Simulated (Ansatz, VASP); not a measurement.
# Cross-check of C (amorphous carbon) between VASP and Ansatz, part 2 of 3

Aim: how closely do two programs agree when they are given the same cell, functional and k mesh? Of the first pair: The cell is taken from a series of runs on this material, whose earlier steps may have relaxed, scaled, displaced or heated it; both programs get it as it stands.

VASP 6.6.1 and Ansatz 0.2.0.

So far. Step 2 (VASP: single point, PBE, pair 1): The run ends at a pressure of 0.00 GPa, with forces up to 0.052 eV/Å.

## 5. Ansatz: relaxation, PBE

Level of this step: Ansatz beside VASP: Kohn-Sham DFT, plane waves, PBE (Ansatz).

The two programs are compared at the cell with which this relaxation starts, whose forces are those of its first step. The cell compared in this pair holds 529.25 Å³, against 563.04 Å³ for the pair before.

The structure compared here is the start of the Ansatz relaxation; VASP solves that cell, so the two are compared at the walk's first step.

input.yaml reads:

```yaml
crystal:
  lattice:
    - [8.35327, 0.1159, -0.21456]
    - [0.1159, 7.89519, -0.08289]
    - [-0.21456, -0.08289, 8.03297]
  atoms:
    - { symbol: C, position: [0.98798, 0.85019, 0.02538] }
    - { symbol: C, position: [0.18015, 0.21023, 0.60618] }
    - { symbol: C, position: [0.90175, 0.92431, 0.31619] }
    - { symbol: C, position: [0.82887, 0.47211, 0.72005] }
    - { symbol: C, position: [0.31166, 0.84807, 0.73478] }
    - { symbol: C, position: [0.92481, 0.02993, 0.59303] }
    - { symbol: C, position: [0.5371, 0.56829, 0.73489] }
    - { symbol: C, position: [0.07818, 0.169, 0.313] }
    - { symbol: C, position: [0.08642, 0.95828, 0.9128] }
    - { symbol: C, position: [0.73012, 0.004, 0.10619] }
    - { symbol: C, position: [0.27856, 0.50503, 0.61396] }
    - { symbol: C, position: [0.12027, 0.53371, 0.70489] }
    - { symbol: C, position: [0.40651, 0.23166, 0.88644] }
    - { symbol: C, position: [0.91401, 0.72764, 0.87745] }
    - { symbol: C, position: [0.001, 0.42249, 0.44689] }
    - { symbol: C, position: [0.3226, 0.40141, 0.87927] }
    - { symbol: C, position: [0.78591, 0.8205, 0.76748] }
    - { symbol: C, position: [0.50981, 0.17923, 0.19534] }
    - { symbol: C, position: [0.93347, 0.17831, 0.70569] }
    - { symbol: C, position: [0.66262, 0.4661, 0.47352] }
    - { symbol: C, position: [0.98483, 0.50538, 0.2727] }
    - { symbol: C, position: [0.23623, 0.171, 0.08714] }
    - { symbol: C, position: [0.46279, 0.57663, 0.11641] }
    - { symbol: C, position: [0.83054, 0.29552, 0.2468] }
    - { symbol: C, position: [0.74956, 0.52946, 0.03592] }
    - { symbol: C, position: [0.39389, 0.4821, 0.734] }
    - { symbol: C, position: [0.06657, 0.67582, 0.2767] }
    - { symbol: C, position: [0.05948, 0.39641, 0.14212] }
    - { symbol: C, position: [0.46095, 0.24596, 0.35979] }
    - { symbol: C, position: [0.21635, 0.67047, 0.38297] }
    - { symbol: C, position: [0.40999, 0.08314, 0.44671] }
    - { symbol: C, position: [0.6594, 0.21192, 0.63438] }
    - { symbol: C, position: [0.74678, 0.18466, 0.35803] }
    - { symbol: C, position: [0.39706, 0.87442, 0.18095] }
    - { symbol: C, position: [0.13276, 0.39607, 0.83149] }
    - { symbol: C, position: [0.00596, 0.87562, 0.62667] }
    - { symbol: C, position: [0.37325, 0.84497, 0.58193] }
    - { symbol: C, position: [0.88228, 0.94084, 0.14193] }
    - { symbol: C, position: [0.654, 0.11021, 0.21928] }
    - { symbol: C, position: [0.92598, 0.72182, 0.54218] }
    - { symbol: C, position: [0.97294, 0.53495, 0.59322] }
    - { symbol: C, position: [0.67895, 0.56226, 0.63346] }
    - { symbol: C, position: [0.19784, 0.08303, 0.24197] }
    - { symbol: C, position: [0.24039, 0.36978, 0.15633] }
    - { symbol: C, position: [0.69086, 0.55214, 0.33741] }
    - { symbol: C, position: [0.96198, 0.77655, 0.37591] }
    - { symbol: C, position: [0.28151, 0.82108, 0.43311] }
    - { symbol: C, position: [0.30965, 0.5034, 0.03937] }
    - { symbol: C, position: [0.75032, 0.74207, 0.59982] }
    - { symbol: C, position: [0.03941, 0.47205, 0.97346] }
    - { symbol: C, position: [0.52057, 0.94801, 0.54219] }
    - { symbol: C, position: [0.67898, 0.94252, 0.81465] }
    - { symbol: C, position: [0.62751, 0.28321, 0.46548] }
    - { symbol: C, position: [0.80421, 0.28355, 0.70797] }
    - { symbol: C, position: [0.58582, 0.04839, 0.68894] }
    - { symbol: C, position: [0.10439, 0.74022, 0.11535] }
    - { symbol: C, position: [0.07647, 0.2627, 0.46429] }
    - { symbol: C, position: [0.59803, 0.58846, 0.01175] }
    - { symbol: C, position: [0.52301, 0.68142, 0.87323] }
    - { symbol: C, position: [0.63073, 0.96615, 0.97779] }
    - { symbol: C, position: [0.41519, 0.82049, 0.87763] }
    - { symbol: C, position: [0.44082, 0.15124, 0.73842] }
    - { symbol: C, position: [0.63758, 0.82486, 0.47555] }
    - { symbol: C, position: [0.10057, 0.22285, 0.76909] }
    - { symbol: C, position: [0.44918, 0.94683, 0.0185] }
    - { symbol: C, position: [0.13917, 0.11663, 0.92715] }
    - { symbol: C, position: [0.15749, 0.61918, 0.99426] }
    - { symbol: C, position: [0.97255, 0.24826, 0.19182] }
    - { symbol: C, position: [0.48041, 0.72273, 0.22255] }
    - { symbol: C, position: [0.31492, 0.96992, 0.32006] }
    - { symbol: C, position: [0.33194, 0.15349, 0.5958] }
    - { symbol: C, position: [0.13138, 0.85329, 0.76264] }
    - { symbol: C, position: [0.87385, 0.54484, 0.90974] }
    - { symbol: C, position: [0.09779, 0.6846, 0.82313] }
    - { symbol: C, position: [0.33229, 0.38428, 0.32884] }
    - { symbol: C, position: [0.79403, 0.47785, 0.21132] }
    - { symbol: C, position: [0.84441, 0.04311, 0.43465] }
    - { symbol: C, position: [0.61152, 0.71977, 0.33812] }
    - { symbol: C, position: [0.28582, 0.51275, 0.43908] }
    - { symbol: C, position: [0.40399, 0.13485, 0.04259] }
kpoints:
  mp_grid: { grid: [2, 2, 2] }
hamiltonian:
  xc: pbe
scf:
  occupations: { method: gaussian, width: 0.05 }
output:
  forces: true
  eigenvalues: true
  stress: true
relax:
  f_tol: 0.05
  max_steps: 70
```

Run with:

```console
$ ansatz run input.yaml --threads 4 --pin off --max-ram 15872MiB --backend cpu --events-out ev --progress --plain --runs-dir out
```

Numbers of over 12 decimals in the logs are rounded to 6 here.

The program printed:

```text
Warning: output.stress: scf.convergence.dr2_threshold = 1e-7 eV (the SCF's general default) is looser than the 8e-9 eV advised for a printed stress (1e-10 eV for each atom of the cell: 80). What an SCF threshold leaves in a stress goes as its square root, and in the free energy as the threshold itself, and one threshold admits the most on a small cell: [figures from the program's tests cut] Every solve of this run an [...]
[...]
Crystal: 80 atoms, lattice volume = 529.255 Å³
[...]
- { symbol: C, position: [0.177981, 0.207118, 0.605542] }
    - { symbol: C, position: [0.904188, 0.927767, 0.316310] }
    - { symbol: C, position: [0.829711, 0.475123, 0.720725] }
    - { symbol: C, position: [0.313522, 0.850285, 0.733896] }
    - { symbol: C, position: [0.922450, 0.029373, 0.597335] }
    - { symbol: C, position: [0.538612, 0.572342, 0.733334] }
    - { symbol: C, position: [0.072100, 0.162721, 0.311490] }
[...]
- { symbol: C, position: [0.836099, 0.039227, 0.439350] }
    - { symbol: C, position: [0.615143, 0.725257, 0.333419] }
    - { symbol: C, position: [0.286784, 0.511117, 0.438342] }
    - { symbol: C, position: [0.403919, 0.135043, 0.043711] }
```

## 6. VASP: single point, PBE, start cell, pair 2

The same cell, functional, mesh and smearing now go to VASP, with its own data sets.

INCAR reads:

```
SYSTEM = C
PREC = Accurate
ENCUT = 520
EDIFF = 1E-06
NELM = 120
ISMEAR = 0
SIGMA = 0.05
LREAL = Auto
ALGO = Normal
GGA = PE
NBANDS = 216
LORBIT = 11
LWAVE = .FALSE.
LCHARG = .FALSE.
ISIF = 2
LASPH = .TRUE.
GGA_COMPAT = .FALSE.
KPAR = 8
```

POSCAR reads:

```
C
1.0
    8.3532700000      0.1159000000     -0.2145600000
    0.1159000000      7.8951900000     -0.0828900000
   -0.2145600000     -0.0828900000      8.0329700000
C
80
Direct
    0.9879853204      0.8501880280      0.0253771912
    0.1801444944      0.2102250882      0.6061739755
    0.9017442207      0.9243091442      0.3161837060
    0.8288702538      0.4721126726      0.7200544532
    0.3116579411      0.8480713905      0.7347800335
    0.9248081894      0.0299259606      0.5930318933
    0.5370966050      0.5682910091      0.7348894729
    0.0781812705      0.1689994772      0.3129954351
    0.0864193942      0.9582854588      0.9127974369
    0.7301236064      0.0039999557      0.1061857417
    0.2785613916      0.5050297662      0.6139609695
    0.1202742327      0.5337158953      0.7048881983
    0.4065048854      0.2316553299      0.8864369714
    0.9140051034      0.7276453862      0.8774492449
    0.0009957488      0.4224885146      0.4468874801
    0.3225963021      0.4014082227      0.8792749120
    0.7859046744      0.8205033668      0.7674789313
    0.5098049182      0.1792363628      0.1953375458
    0.9334722771      0.1783117310      0.7056874445
    0.6626241405      0.4661005377      0.4735244510
    0.9848283632      0.5053789135      0.2727005867
    0.2362281409      0.1709957381      0.0871357601
    0.4627941823      0.5766309781      0.1164070153
    0.8305371883      0.2955213956      0.2467948751
    0.7495557398      0.5294620602      0.0359159551
    0.3938949347      0.4821022148      0.7339969588
    0.0665656361      0.6758191355      0.2766972827
    0.0594796209      0.3964041869      0.1421167875
    0.4609560127      0.2459596633      0.3597910012
    0.2163539669      0.6704675956      0.3829711758
    0.4099842061      0.0831405075      0.4467037382
    0.6594005302      0.2119213281      0.6343789578
    0.7467754024      0.1846599940      0.3580287985
    0.3970636718      0.8744158598      0.1809510445
    0.1327623404      0.3960683478      0.8314876805
    0.0059587938      0.8756159680      0.6266746081
    0.3732462991      0.8449672394      0.5819296052
    0.8822782378      0.9408397016      0.1419260649
    0.6540042866      0.1102160825      0.2192786691
    0.9259811852      0.7218217707      0.5421793346
    0.9729459680      0.5349468913      0.5932173324
    0.6789496968      0.5622559294      0.6334619501
    0.1978379556      0.0830287046      0.2419690801
    0.2403951306      0.3697816989      0.1563345045
    0.6908552909      0.5521460172      0.3374091145
    0.9619770025      0.7765444533      0.3759094775
    0.2815143154      0.8210787824      0.4331101612
    0.3096515316      0.5034045855      0.0393709971
    0.7503158441      0.7420666352      0.5998152204
    0.0394043542      0.4720498450      0.9734609752
    0.5205694894      0.9480085845      0.5421872385
    0.6789862140      0.9425146634      0.8146561387
    0.6275088265      0.2832047912      0.4654832694
    0.8042045076      0.2835493298      0.7079639938
    0.5858197242      0.0483850824      0.6889362365
    0.1043850963      0.7402181097      0.1153438324
    0.0764695228      0.2626943379      0.4642843225
    0.5980315805      0.5884547593      0.0117504075
    0.5230146420      0.6814230356      0.8732263630
    0.6307250323      0.9661512283      0.9777843859
    0.4151918915      0.8204902228      0.8776323087
    0.4408221386      0.1512460740      0.7384217276
    0.6375745736      0.8248596121      0.4755489705
    0.1005699132      0.2228437235      0.7690866263
    0.4491813975      0.9468263392      0.0185060813
    0.1391683402      0.1166306870      0.9271449385
    0.1574908990      0.6191821282      0.9942543361
    0.9725511464      0.2482626660      0.1918156132
    0.4804091665      0.7227271568      0.2225557228
    0.3149256371      0.9699234918      0.3200643601
    0.3319353499      0.1534876989      0.5957998902
    0.1313778272      0.8532901752      0.7626342000
    0.8738551231      0.5448417296      0.9097452482
    0.0977896799      0.6846060586      0.8231237948
    0.3322911620      0.3842776261      0.3288384202
    0.7940315254      0.4778464566      0.2113260845
    0.8444073476      0.0431099851      0.4346523673
    0.6115239005      0.7197737816      0.3381153691
    0.2858259661      0.5127512116      0.4390815311
    0.4039866144      0.1348553462      0.0425941498
```

KPOINTS reads:

```
Automatic mesh
0
Gamma
2 2 2
0 0 0
```

The projector-augmented-wave data sets are C (PBE family, release 64).

Run with:

```console
$ mpirun -np 8 vasp_std
```

The program printed:

```text
[banner, memory and clock lines left out]
running    8 mpi-ranks, on    1 nodes
[...]
[... a notice as in an earlier step ...]

 LDA part: xc-table for (Slater+PW92), standard interpolation
 POSCAR, INCAR and KPOINTS ok, starting setup
[...]
entering main loop
       N       E                     dE             d eps       ncg     rms          rms(c)
DAV:   1     0.118741328881E+04    0.11874E+04   -0.16921E+05  3456   0.144E+03
DAV:   2    -0.599361773424E+03   -0.17868E+04   -0.16847E+04  4184   0.297E+02
DAV:   3    -0.709753211248E+03   -0.11039E+03   -0.10773E+03  4160   0.696E+01
DAV:   4    -0.712505721616E+03   -0.27525E+01   -0.27328E+01  4272   0.110E+01
[...]
DAV:  16    -0.674324527313E+03   -0.13817E-04   -0.16522E-05  4152   0.104E-02    0.560E-03
DAV:  17    -0.674324528880E+03   -0.15675E-05   -0.28941E-06  3056   0.445E-03    0.295E-03
DAV:  18    -0.674324529511E+03   -0.63080E-06   -0.13810E-06  2768   0.273E-03
   1 F= -.67432453E+03 E0= -.67431970E+03  d E =-.966623E-02
```

OUTCAR, selected parts (step 6):

```text
  FREE ENERGIE OF THE ION-ELECTRON SYSTEM (eV)
  ---------------------------------------------------
  free  energy   TOTEN  =      -674.3245295108 eV

  energy  without entropy=     -674.3148632790  energy(sigma->0) =     -674.31969639
```

The run ends at a pressure of 23.64 GPa, with forces up to 1.3 eV/Å.

## 7. Side by side

What differs besides the data sets and the points named for the pairs above, as far as they apply: the cutoff is 420 eV in Ansatz and 520 eV in VASP (PREC = Accurate, projectors in real space). Total energies have different zeros and are not compared.

Forces on 9 of the 80 atoms, those with the largest forces and the largest differences (eV/Å; atoms numbered as in POSCAR):

```csv
atom,"Ansatz x, y, z","VASP x, y, z"
C7,"0.436, -0.123, -0.342","0.467, -0.130, -0.371"
C18,"-0.682, 0.555, -0.345","-0.704, 0.565, -0.374"
C23,"-0.264, -0.640, 0.177","-0.293, -0.670, 0.185"
C24,"-0.838, 0.028, 0.047","-0.870, 0.021, 0.048"
C54,"-0.445, 0.477, 0.484","-0.453, 0.499, 0.508"
C56,"0.526, 0.443, 0.316","0.541, 0.454, 0.341"
C66,"0.194, 0.763, 0.107","0.201, 0.798, 0.110"
C68,"0.183, -0.724, -1.019","0.185, -0.755, -1.061"
C72,"0.321, 0.321, -0.242","0.343, 0.356, -0.261"
```

The forces differ by 14 meV/Å r.m.s., which is 4.9 % of the r.m.s. force of 0.292 eV/Å (both taken over all components).

## 8. Ansatz: relaxation, PBE

This run makes the geometry at which the two programs are then compared.

The structure compared here is the end of the Ansatz relaxation.

input.yaml is that of step 5.

Run with:

```console
$ ansatz run input.yaml --threads 4 --pin off --max-ram 15872MiB --backend cpu --events-out ev --progress --plain --runs-dir out
```

The program printed:

```text
[...]
Crystal: 80 atoms, lattice volume = 529.255 Å³
Basis set: ecut = 420 eV, 10331 PW (Γ), exchange–correlation on 120×108×108 points (8 copies of the dense FFT grid, shifted against one another)
Bands: 240, of which v1, the nominal top of the filled ones, is band 160 counted from 1 (159 counted from 0)
Symmetry: 1 space group operations
[...]
k-points: 8
[...]
- { symbol: C, position: [0.177981, 0.207118, 0.605542] }
    - { symbol: C, position: [0.904188, 0.927767, 0.316310] }
    - { symbol: C, position: [0.829711, 0.475123, 0.720725] }
    - { symbol: C, position: [0.313522, 0.850285, 0.733896] }
    - { symbol: C, position: [0.922450, 0.029373, 0.597335] }
    - { symbol: C, position: [0.538612, 0.572342, 0.733334] }
    - { symbol: C, position: [0.072100, 0.162721, 0.311490] }
[...]
- { symbol: C, position: [0.836099, 0.039227, 0.439350] }
    - { symbol: C, position: [0.615143, 0.725257, 0.333419] }
    - { symbol: C, position: [0.286784, 0.511117, 0.438342] }
    - { symbol: C, position: [0.403919, 0.135043, 0.043711] }
```

(Continued in part 3 of 3.)

[Lines on the potential files, build, host, timing and source positions are cut from VASP's logs without a mark.]

[Logs are printed without paths, hosts, clocks, repeated set-up lines and the standing remarks that a program may print on its own settings, such as how far it seeks lower states.]

[Hosts, paths, dates, database ids (printed as entryN), source tags and the programs' standing remarks are cut or masked in the printed files.]
